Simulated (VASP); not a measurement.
# Be3Se2O (Cm) in VASP: elastic constants with PBE

Aim: the elastic constants of Be3Se2O with PBE.

Everything below comes from runs of VASP 6.6.1. Logs are shortened: lines on timing, memory, paths and dates and some standing lists are left out, and cuts for length are marked.

## 1. The crystal as given

The structure is monoclinic, space group Cm (No. 8). The conventional cell has a = 5.767 Å, b = 10.047 Å, c = 3.672 Å, α = 90.00°, β = 122.87°, γ = 90.00°. Around Be (site symmetry 1) lie 1 O at 1.59 Å. Be (site symmetry m) has 1 O at 1.52 Å as nearest neighbours. Se (site symmetry 1) has 4 Be at 2.19 to 2.33 Å as nearest neighbours. O (site symmetry m) is surrounded by 3 Be at 1.52 to 1.59 Å.

The cell was built by a generator and needn't be a form met in nature.

## 2. Elastic constants, PBE

POSCAR reads:

```
Be3Se2O
1.0
    2.8836900000     -5.0232800000      0.0000000000
    2.8836900000      5.0232800000      0.0000000000
   -1.9927710000      0.0000000000      3.0839480000
Be Se O
3 2 1
Direct
    0.3647740000      0.0944330000      0.2599370000
    0.0944330000      0.3647740000      0.2599370000
    0.7812690000      0.7812690000      0.1106980000
    0.3413560000      0.6742820000      0.0069300000
    0.6742820000      0.3413560000      0.0069300000
    0.0604260000      0.0604260000      0.1577330000
```

INCAR.step1 reads:

```
  PREC = Accurate
  ENCUT = 520
  EDIFF = 1E-8
  ISMEAR = 0
  SIGMA = 0.03
  LREAL = False
  LASPH = True
  NELM = 100
  ALGO = Fast
  ISIF = 3
  LWAVE = False
  LCHARG = False
  GGA = PE
  KPAR = 8
  IBRION = 2
  NSW = 40
  EDIFFG = -0.002
```

INCAR.step2 reads:

```
  PREC = Accurate
  ENCUT = 520
  EDIFF = 1E-8
  ISMEAR = 0
  SIGMA = 0.03
  LREAL = False
  LASPH = True
  NELM = 100
  ALGO = Fast
  ISIF = 3
  LWAVE = False
  LCHARG = False
  GGA = PE
  KPAR = 8
  IBRION = 6
  NFREE = 2
  POTIM = 0.015
  NSW = 1
```

KPOINTS reads:

```
Automatic mesh
0
Gamma
  5 5 7
```

Potentials or basis: VASP PAW PBE potentials, release 64 (Be, Se, O).

Launch:

```
$ cat potpaw_PBE.64/Be/POTCAR potpaw_PBE.64/Se/POTCAR potpaw_PBE.64/O/POTCAR > POTCAR
$ cp INCAR.step1 INCAR
$ mpirun -np 8 vasp_std > vasp.out
$ cp CONTCAR POSCAR
$ cp INCAR.step2 INCAR
$ mpirun -np 8 vasp_std > vasp.out
```

OUTCAR:

```text
PREC = Accurate
   ENCUT = 520
   EDIFF = 1E-8
   ISMEAR = 0
   LREAL = False
   LASPH = True
   NELM = 100
   ISIF = 3
   GGA = PE
   IBRION = 6
   NFREE = 2
   POTIM = 0.015
   NSW = 1

 ion  position               nearest neighbor table
   1  0.365  0.094  0.260-   6 1.59   5 2.27   4 2.28   5 2.33
   2  0.094  0.365  0.260-   6 1.59   4 2.27   5 2.28   4 2.33
   3  0.781  0.781  0.111-   6 1.52   5 2.19   4 2.19
   4  0.341  0.674  0.007-   3 2.19   2 2.27   1 2.28   2 2.33
   5  0.674  0.341  0.007-   3 2.19   1 2.27   2 2.28   1 2.33
   6  0.061  0.061  0.158-   3 1.52   2 1.59   1 1.59

  LATTYP: Found a base centered monoclinic cell.
 ALAT       =     5.7670124595
 B/A-ratio  =     1.7419463389
 C/A-ratio  =     0.6368570958
 COS(beta)  =    -0.5423159982

  Lattice vectors:

 A1 = (   2.8835062029,  -5.0229131200,   0.0003936660)
 A2 = (   2.8835062029,   5.0229131200,   0.0003936660)
 A3 = (  -1.9922192875,   0.0000000000,   3.0854900654)

Analysis of symmetry for initial positions (statically):
=====================================================================
 Subroutine PRICEL returns:
 Original cell was already a primitive cell.

 Routine SETGRP: Setting up the symmetry group for a
 base centered monoclinic supercell.

 Subroutine GETGRP returns: Found  2 space group operations
 (whereof  2 operations were pure point group operations)
 out of a pool of  4 trial point group operations.

The static configuration has the point symmetry C_1h.

Analysis of symmetry for dynamics (positions and initial velocities):
=====================================================================
 Subroutine PRICEL returns:
 Original cell was already a primitive cell.

 Routine SETGRP: Setting up the symmetry group for a
 base centered monoclinic supercell.

 Subroutine GETGRP returns: Found  2 space group operations
 (whereof  2 operations were pure point group operations)
 out of a pool of  4 trial point group operations.

[... 836 lines left out ...]
  energy without entropy =      -30.93738803  energy(sigma->0) =      -30.93738803

 E-fermi :   3.2339     XC(G=0):  -9.3435

 val. band max:        3.0732456168   @ k =  -0.4000   0.4000   0.0000
 cond. band min:       6.0438807149   @ k =  -0.4000   0.4000   0.0000
 fundamental gap:      2.9706350982
 Fermi energy:         3.2339402753

 k-point     1 :       0.0000    0.0000    0.0000
  band No.  band energies     occupation
      1     -15.9551      2.00000
      2     -10.2345      2.00000
      3      -8.4727      2.00000
      4      -2.8326      2.00000
      5      -2.7684      2.00000
      6      -1.4173      2.00000
[... 480 lines left out ...]
  FREE ENERGIE OF THE ION-ELECTRON SYSTEM (eV)
  ---------------------------------------------------
  free  energy   TOTEN  =       -30.9373880308 eV

  energy  without entropy=      -30.9373880308  energy(sigma->0) =      -30.93738803

 INTERNAL STRAIN TENSORS FROM STRAINED CELLS
 ============================================

 INTERNAL STRAIN TENSOR FOR ION    1 for displacements in x,y,z  (eV/Angst):
          X           Y           Z          XY          YZ          ZX
  --------------------------------------------------------------------------------
  x    -0.54262    -4.80945     0.19737     2.79000     1.05446    -2.03099
  y     1.90819     8.20220    -0.61880    -5.17035    -2.87733     0.98382
  z    -1.81239    -1.68564     0.94724     0.99018     0.10166     0.54635

 INTERNAL STRAIN TENSORS FROM DISPLACED ATOMS
 ============================================

 INTERNAL STRAIN TENSOR FOR ION    1 for displacements in x,y,z  (eV/Angst):
          X           Y           Z          XY          YZ          ZX
  --------------------------------------------------------------------------------
  x    -0.55375    -4.78646     0.20436     2.78348     1.05589    -2.03281
  y     1.93732     8.22078    -0.58664    -5.17277    -2.88444     0.98238
  z    -1.79294    -1.66480     0.93065     0.98971     0.10080     0.54446

 INTERNAL STRAIN TENSOR FOR ION    6 for displacements in x,y,z  (eV/Angst):
          X           Y           Z          XY          YZ          ZX
  --------------------------------------------------------------------------------
  x   -16.42346     8.19682     2.47377     0.00000     0.00000    -2.01619
  y     0.00000     0.00000     0.00000     8.44916     4.06431     0.00000
  z    -2.04678     2.92299     6.63041     0.00000     0.00000     2.01769

 Eigenvectors and eigenvalues of the dynamical matrix
 ----------------------------------------------------

   1 f  =   27.921157 THz   175.433803 2PiTHz  931.349546 cm-1   115.472575 meV
             X         Y         Z           dx          dy          dz
      0.806282 -1.357919  0.802223     0.011999    0.009723   -0.010385
      0.806282  1.357919  0.802223     0.011999   -0.009723   -0.010385
      4.284924  0.000000  0.341986     0.811239    0.000000    0.119313
      2.914953  1.672335  0.021337    -0.013980    0.024526    0.001448
      2.914953 -1.672335  0.021337    -0.013980   -0.024526    0.001448
      0.034032  0.000000  0.487791    -0.564706   -0.000000   -0.080447
[... 145 lines left out ...]
  18 f/i=    0.003073 THz     0.019309 2PiTHz    0.102509 cm-1     0.012710 meV
             X         Y         Z           dx          dy          dz
      0.806282 -1.357919  0.802223     0.174480   -0.000014   -0.120093
      0.806282  1.357919  0.802223     0.174480    0.000014   -0.120093
      4.284924  0.000000  0.341986     0.174537    0.000000   -0.120130
      2.914953  1.672335  0.021337     0.516250    0.000000   -0.355362
      2.914953 -1.672335  0.021337     0.516250   -0.000000   -0.355362
      0.034032  0.000000  0.487791     0.232626    0.000000   -0.160212

--------------------------------------------------------------------------------------------------------

 ELASTIC MODULI CONTR FROM IONIC RELAXATION (kBar)
 Direction    XX          YY          ZZ          XY          YZ          ZX
 --------------------------------------------------------------------------------
 XX        -361.6094     14.3706     90.4749     -0.0000     -0.0000    -12.6791
 YY          14.3706   -289.8939     38.8254      0.0000      0.0000    -33.5337
 ZZ          90.4749     38.8254   -242.0032     -0.0000      0.0000    -75.8582
 XY          -0.0000     -0.0000     -0.0000   -136.9234    -56.0729     -0.0000
 YZ          -0.0000      0.0000     -0.0000    -56.0729    -55.2712      0.0000
 ZX         -12.6791    -33.5337    -75.8582     -0.0000      0.0000    -69.1070
 --------------------------------------------------------------------------------

 TOTAL ELASTIC MODULI (kBar)
 Direction    XX          YY          ZZ          XY          YZ          ZX
 --------------------------------------------------------------------------------
 XX        2029.0096    675.3468    304.3134     -0.0000     -0.0000    -11.4247
 YY         675.3468   1973.9593    309.2388      0.0000      0.0000    150.8551
 ZZ         304.3134    309.2388    884.5671     -0.0000      0.0000    -83.9635
 XY          -0.0000     -0.0000     -0.0000    747.0721    132.2891     -0.0000
 YZ          -0.0000      0.0000     -0.0000    132.2891    297.3466      0.0000
 ZX         -11.4247    150.8551    -83.9635     -0.0000      0.0000    319.3923
 --------------------------------------------------------------------------------
```

Wall time 11 min (8 MPI ranks of Intel Xeon Platinum 8488C (Sapphire Rapids), shared host); peak memory 0.52 GiB.

What came out:

```yaml
Voigt_bulk_modulus: 83 GPa
Highest_phonon_frequency_at_Γ_LO-TO_splitting_left_out: 931 cm⁻¹
```

Phonon frequencies in cm⁻¹ (negative: imaginary):
```tsv
q point	frequencies
(0.000, 0.000, 0.000)	0 0 0 127 197 207 241 303 344 357 385 433 480 482 545 760 766 931
```

Elastic tensor in Voigt notation (GPa, in the Cartesian axes of the cell as first typed):
```
203  68  30   0  -1   0
 68 197  31   0  15   0
 30  31  88   0  -8   0
  0   0   0  30   0  13
 -1  15  -8   0  32   0
  0   0   0  13   0  75
```

Clamped-ion elastic tensor (GPa):
```
239  66  21   0   0   0
 66 226  27   0  18   0
 21  27 113   0  -1   0
  0   0   0  35   0  19
  0  18  -1   0  39   0
  0   0   0  19   0  88
```
